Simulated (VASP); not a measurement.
Here is the system:

```xyz
5
Lattice="4.0216 0.0000 0.0000 0.0000 4.0216 0.0000 0.0000 0.0000 4.0216" Properties=species:S:1:pos:R:3 pbc="T T T"
Sr     0.0000     0.0000     0.0000
Ta     2.0108     2.0108     2.0108
O      2.0108     2.0108     0.0000
O      0.0000     2.0108     2.0108
O      2.0108     0.0000     2.0108
```

These are PBEsol GGA, VASP's PBE PAW potentials (set 64) (plane waves; VASP) values and carry that method's errors. Numerical set-up: 520 eV cut-off, 9×9×9 Γ-centred mesh, tetrahedra with Blöchl corrections, potentials Sr_sv Ta_pv O.

Unless said otherwise, spin-orbit coupling is left out, though it shifts the bands of the heavy elements here.

Problem. What does the run give for the energy per atom (σ→0), band gap (on the k-mesh) with the smallest direct gap where there is one?

Solution. 
```yaml
band gap (on the k-mesh): none (metal, semimetal or under 0.01 eV)
energy per atom (σ→0): -8.947 eV/atom
```

The structure comes from a computed database's SrTaO3 entry (Pm-3m); how it stands against other phases isn't given here. It was relaxed first. The electron count is odd and the run is not spin-polarised, which forces a metal.
